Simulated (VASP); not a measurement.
All values below come from G0W0 on PBE orbitals, VASP's PBE PAW potentials (set 64) (plane waves; VASP).

VASP ran on this input.

### POSCAR
```
CdSe
1
    0.0000000000     3.0648070000     3.0648070000
    3.0648070000     0.0000000000     3.0648070000
    3.0648070000     3.0648070000     0.0000000000
Cd Se
1 1
Direct
  0.0000000000   0.0000000000   0.0000000000
  0.2500000000   0.2500000000   0.2500000000
```

### INCAR
```
NELMGW  =  1
PREC  =  Normal
ENCUTGW  =  200
ISMEAR  =  0   ! Gaussian
ENCUT  =  500   ! plane-wave cut-off (eV)
GGA  =  PE   ! PBE
LSPECTRALGW  =  .TRUE.
LREAL  =  .FALSE.   ! projection in real space or not
SYSTEM  =  CdSe
NBANDS  =  160
NBANDSGW  =  21
SIGMA  =  0.01   ! width (eV)
ALGO  =  EVGW0
LASPH  =  .TRUE.   ! aspherical one-centre terms
NOMEGA  =  64
LWAVE  =  .FALSE.
LCHARG  =  .FALSE.
```

### KPOINTS
```
kpoints
0
Gamma
 4 4 4
0 0 0
```

POTCAR, in this order: Cd_sv_GW Se_GW (PBE.64 set). Program: vasp_std. Read from the step before: WAVECAR, WAVEDER.

What VASP printed:

### OSZICAR
```
energies w=
    0.000    0.000    1.090    0.000    2.178    0.000    3.261    0.000
    4.337    0.000    5.405    0.000    6.462    0.000    7.508    0.000
    8.542    0.000    9.562    0.000   10.569    0.000   11.562    0.000
   12.542    0.000   13.509    0.000   14.464    0.000   15.408    0.000
   16.342    0.000   17.266    0.000   18.184    0.000   19.095    0.000
   20.002    0.000   20.906    0.000   21.810    0.000   22.714    0.000
   23.622    0.000   24.534    0.000   25.454    0.000   26.384    0.000
   27.326    0.000   28.282    0.000   29.257    0.000   30.253    0.000
   31.273    0.000   32.322    0.000   33.403    0.000   34.521    0.000
   35.680    0.000   36.888    0.000   38.150    0.000   39.474    0.000
   40.868    0.000   42.341    0.000   43.905    0.000   45.573    0.000
   47.359    0.000   49.283    0.000   51.363    0.000   53.627    0.000
   56.105    0.000   58.833    0.000   61.858    0.000   65.238    0.000
   69.042    0.000   73.365    0.000   78.324    0.000   84.076    0.000
   90.834    0.000   98.890    0.000  108.658    0.000  120.747    0.000
  136.088    0.000  156.181    0.000  183.606    0.000  223.210    0.000
NQ=   1    0.0000    0.0000    0.0000,
 performed        298000 updates of chi_q(r,r)
NQ=   2    0.2500    0.0000    0.0000,
 performed        784000 updates of chi_q(r,r)
NQ=   3    0.5000    0.0000    0.0000,
 performed       1216000 updates of chi_q(r,r)
NQ=   4    0.2500    0.2500    0.0000,
 performed       1702000 updates of chi_q(r,r)
NQ=   5    0.5000    0.2500    0.0000,
 performed       2336000 updates of chi_q(r,r)
NQ=   6   -0.2500    0.2500    0.0000,
 performed       2916000 updates of chi_q(r,r)
NQ=   7    0.5000    0.5000    0.0000,
 performed       3308000 updates of chi_q(r,r)
NQ=   8   -0.2500    0.5000    0.2500,
 performed       3781000 updates of chi_q(r,r)
 resolving degeneracies of screened two electron integrals
```

### OUTCAR
```


 k-point   1 :       0.0000    0.0000    0.0000
  band No.  KS-energies  QP-energies   sigma(KS)   V_xc(KS)     V^pw_x(r,r')   Z            occupation Imag(sigma)

      1     -99.5161    -103.8985     -38.5838     -32.0299     -55.4555       0.6687       2.0000       3.5626
      2     -60.5850     -63.7742     -35.5084     -31.0026     -48.9970       0.7078       2.0000       3.7582
      3     -60.5850     -63.7742     -35.5084     -31.0026     -48.9970       0.7078       2.0000       3.7582
      4     -60.5850     -63.7742     -35.5084     -31.0026     -48.9970       0.7078       2.0000       3.7582
      5     -10.3397     -11.2756     -13.8172     -12.5021     -19.8010       0.7117       2.0000       1.8190
      6      -5.7657      -7.3102     -26.3551     -24.2485     -31.9979       0.7332       2.0000       0.7624
      7      -5.7657      -7.3102     -26.3551     -24.2485     -31.9979       0.7332       2.0000       0.7624
      8      -5.7657      -7.3102     -26.3551     -24.2485     -31.9979       0.7332       2.0000       0.7624
      9      -5.4185      -6.9756     -27.4153     -25.2987     -33.0421       0.7356       2.0000       0.6800
     10      -5.4185      -6.9756     -27.4153     -25.2987     -33.0421       0.7356       2.0000       0.6800
     11       2.1177       1.3522     -14.8057     -13.8172     -16.4194       0.7743       2.0000       0.3388
     12       2.1177       1.3522     -14.8057     -13.8172     -16.4194       0.7743       2.0000       0.3388
     13       2.1177       1.3522     -14.8057     -13.8172     -16.4194       0.7743       2.0000       0.3388
     14       2.6537       2.9447     -10.0470     -10.4076      -6.6628       0.8071       0.0000      -0.2841
     15       8.0383       8.4576      -9.3857      -9.9080      -5.3547       0.8030       0.0000      -0.4414
     16       8.0383       8.4576      -9.3857      -9.9080      -5.3547       0.8030       0.0000      -0.4414
     17       8.0383       8.4576      -9.3857      -9.9080      -5.3547       0.8030       0.0000      -0.4414
     18      11.7938      12.1197      -8.2171      -8.6170      -3.3891       0.8150       0.0000      -0.7053
     19      13.1514      13.6690      -9.6707     -10.3149      -5.1525       0.8037       0.0000      -0.6577
     20      13.1514      13.6690      -9.6707     -10.3149      -5.1525       0.8037       0.0000      -0.6577
     21      14.1103      14.2986      -7.0748      -7.3051      -2.4200       0.8174       0.0000      -0.7980

 k-point   2 :       0.2500    0.0000    0.0000
  band No.  KS-energies  QP-energies   sigma(KS)   V_xc(KS)     V^pw_x(r,r')   Z            occupation Imag(sigma)

      1     -99.5159    -103.9452     -38.5836     -32.0298     -55.4554       0.6758       2.0000       3.5627
      2     -60.5849     -63.7843     -35.5086     -31.0025     -48.9964       0.7100       2.0000       3.7577
      3     -60.5849     -63.7843     -35.5086     -31.0025     -48.9964       0.7100       2.0000       3.7577
      4     -60.5849     -63.7843     -35.5086     -31.0025     -48.9964       0.7100       2.0000       3.7577
      5     -10.1633     -11.0892     -14.1619     -12.8591     -20.0991       0.7107       2.0000       1.7641
      6      -5.7144      -7.2603     -26.5107     -24.4042     -32.1571       0.7339       2.0000       0.7549
      7      -5.7144      -7.2603     -26.5107     -24.4042     -32.1571       0.7339       2.0000       0.7549
      8      -5.5620      -7.1034     -26.1571     -24.0743     -31.7245       0.7400       2.0000       0.7590
      9      -5.4163      -6.9768     -27.4162     -25.3004     -33.0474       0.7375       2.0000       0.6818
     10      -5.4163      -6.9768     -27.4162     -25.3004     -33.0474       0.7375       2.0000       0.6818
     11      -0.4963      -1.3982     -13.5759     -12.4103     -15.5297       0.7738       2.0000       0.4779
     12       1.7328       0.9292     -14.3934     -13.3548     -16.0651       0.7738       2.0000       0.3580
     13       1.7328       0.9292     -14.3934     -13.3548     -16.0651       0.7738       2.0000       0.3580
     14       4.3530       4.6959     -10.2939     -10.7215      -6.7637       0.8019       0.0000      -0.3226
     15       8.0250       8.3717      -9.4255      -9.8584      -5.3720       0.8008       0.0000      -0.4701
     16       8.5439       8.9799      -9.4737     -10.0178      -5.3493       0.8013       0.0000      -0.4720
     17       8.5439       8.9799      -9.4737     -10.0178      -5.3493       0.8013       0.0000      -0.4720
     18      12.1401      12.5069      -8.8126      -9.2668      -4.4353       0.8077       0.0000      -0.6185
     19      12.1401      12.5069      -8.8126      -9.2668      -4.4353       0.8077       0.0000      -0.6185
     20      12.1736      12.2962      -7.0521      -7.2025      -2.5215       0.8149       0.0000      -0.6800
     21      15.3482      15.7998      -8.5228      -9.0753      -3.4893       0.8173       0.0000      -0.9190

 k-point   3 :       0.5000    0.0000    0.0000
  band No.  KS-energies  QP-energies   sigma(KS)   V_xc(KS)     V^pw_x(r,r')   Z            occupation Imag(sigma)

      1     -99.5161    -103.8888     -38.5836     -32.0300     -55.4556       0.6672       2.0000       3.5630
      2     -60.5854     -63.7426     -35.5088     -31.0024     -48.9961       0.7006       2.0000       3.7574
      3     -60.5854     -63.7426     -35.5088     -31.0024     -48.9961       0.7006       2.0000       3.7574
      4     -60.5854     -63.7426     -35.5088     -31.0024     -48.9961       0.7006       2.0000       3.7574
      5      -9.9842     -10.9065     -14.6087     -13.3145     -20.5040       0.7126       2.0000       1.7025
      6      -5.6779      -7.2246     -26.6127     -24.5052     -32.2557       0.7339       2.0000       0.7468
      7      -5.6779      -7.2246     -26.6127     -24.5052     -32.2557       0.7339       2.0000       0.7468
      8      -5.3966      -6.9568     -27.4981     -25.3848     -33.1432       0.7383       2.0000       0.6841
      9      -5.3966      -6.9568     -27.4981     -25.3848     -33.1432       0.7383       2.0000       0.6841
     10      -5.1387      -6.6465     -27.0138     -24.9750     -32.5832       0.7395       2.0000       0.7155
     11      -2.1433      -3.2282     -12.1531     -10.7439     -14.6365       0.7699       2.0000       0.6879
     12       1.4002       0.5612     -14.0488     -12.9636     -15.7911       0.7731       2.0000       0.3788
     13       1.4002       0.5612     -14.0488     -12.9636     -15.7911       0.7731       2.0000       0.3788
     14       4.4609       4.8309     -10.0223     -10.4813      -6.3769       0.8061       0.0000      -0.3327
     15       8.5435       8.9330      -9.2804      -9.7650      -5.2396       0.8037       0.0000      -0.4660
     16       8.5435       8.9330      -9.2804      -9.7650      -5.2396       0.8037       0.0000      -0.4660
     17       9.4485       9.7290      -8.8333      -9.1851      -4.4208       0.7973       0.0000      -0.6152
     18      12.0581      12.2855      -7.6029      -7.8830      -2.9299       0.8118       0.0000      -0.7036
     19      14.1030      14.6433      -9.1361      -9.8048      -4.2444       0.8080       0.0000      -0.7939
     20      14.1030      14.6433      -9.1361      -9.8048      -4.2444       0.8080       0.0000      -0.7939
     21      14.9608      15.6610      -9.3494     -10.2040      -4.3222       0.8193       0.0000      -0.9047

 k-point   4 :       0.2500    0.2500    0.0000
  band No.  KS-energies  QP-energies   sigma(KS)   V_xc(KS)     V^pw_x(r,r')   Z            occupation Imag(sigma)

      1     -99.5161    -103.8950     -38.5837     -32.0299     -55.4556       0.6681       2.0000       3.5628
      2     -60.5854     -63.7469     -35.5087     -31.0025     -48.9964       0.7016       2.0000       3.7577
      3     -60.5854     -63.7469     -35.5087     -31.0025     -48.9964       0.7016       2.0000       3.7577
      4     -60.5854     -63.7469     -35.5087     -31.0025     -48.9964       0.7016       2.0000       3.7577
      5     -10.1057     -11.0305     -14.2826     -12.9831     -20.2052       0.7116       2.0000       1.7465
      6      -5.6530      -7.2000     -26.7138     -24.6083     -32.3694       0.7347       2.0000       0.7473
      7      -5.6530      -7.2000     -26.7138     -24.6083     -32.3694       0.7347       2.0000       0.7473
      8      -5.6094      -7.1490     -25.9402     -23.8520     -31.4821       0.7373       2.0000       0.7595
      9      -5.4229      -6.9736     -27.1305     -25.0275     -32.7394       0.7373       2.0000       0.6961
     10      -5.3916      -6.9532     -27.4972     -25.3827     -33.1349       0.7385       2.0000       0.6798
     11      -0.4111      -1.2758     -14.0885     -12.9710     -16.0015       0.7738       2.0000       0.4631
     12       1.1283       0.2698     -13.7783     -12.6661     -15.5497       0.7718       2.0000       0.3917
     13       1.1283       0.2698     -13.7783     -12.6661     -15.5497       0.7718       2.0000       0.3917
     14       5.3413       5.6946     -10.5374     -10.9808      -6.9359       0.7968       0.0000      -0.3571
     15       6.3326       6.6410      -9.1814      -9.5629      -5.4026       0.8084       0.0000      -0.3839
     16       9.6949      10.1882      -9.7594     -10.3772      -5.3680       0.7983       0.0000      -0.5566
     17       9.6949      10.1882      -9.7594     -10.3772      -5.3680       0.7983       0.0000      -0.5566
     18       9.9580      10.1515      -8.2012      -8.4398      -4.1584       0.8109       0.0000      -0.5182
     19      13.6153      14.1428      -9.3163      -9.9713      -4.6723       0.8054       0.0000      -0.6878
     20      15.1888      15.6784      -8.6667      -9.2648      -3.6077       0.8187       0.0000      -0.9079
     21      16.0934      16.3732      -7.3793      -7.7193      -2.5720       0.8231       0.0000      -0.9128

 k-point   5 :       0.5000    0.2500    0.0000
  band No.  KS-energies  QP-energies   sigma(KS)   V_xc(KS)     V^pw_x(r,r')   Z            occupation Imag(sigma)

      1     -99.5160    -103.9214     -38.5835     -32.0299     -55.4555       0.6722       2.0000       3.5630
      2     -60.5853     -63.7664     -35.5089     -31.0023     -48.9958       0.7059       2.0000       3.7571
      3     -60.5853     -63.7664     -35.5089     -31.0023     -48.9958       0.7059       2.0000       3.7571
      4     -60.5853     -63.7664     -35.5089     -31.0023     -48.9958       0.7059       2.0000       3.7571
      5      -9.9295     -10.8538     -14.7409     -13.4485     -20.6253       0.7151       2.0000       1.6862
...
```
(Selected blocks of OUTCAR.)

The mesh is coarse and the basis finite, so the quasiparticle values are not converged. VASP warned that its frequency grid is unfit for quasiparticle energies.

The compound is CdSe in the zinc blende structure, whereas wurtzite is the usual form. This cell is one point of a volume scan, at 1.04 of the reference volume. The k-mesh is coarse (spacing up to 0.44 per Å, 2π included), so the numbers may not be converged in it.
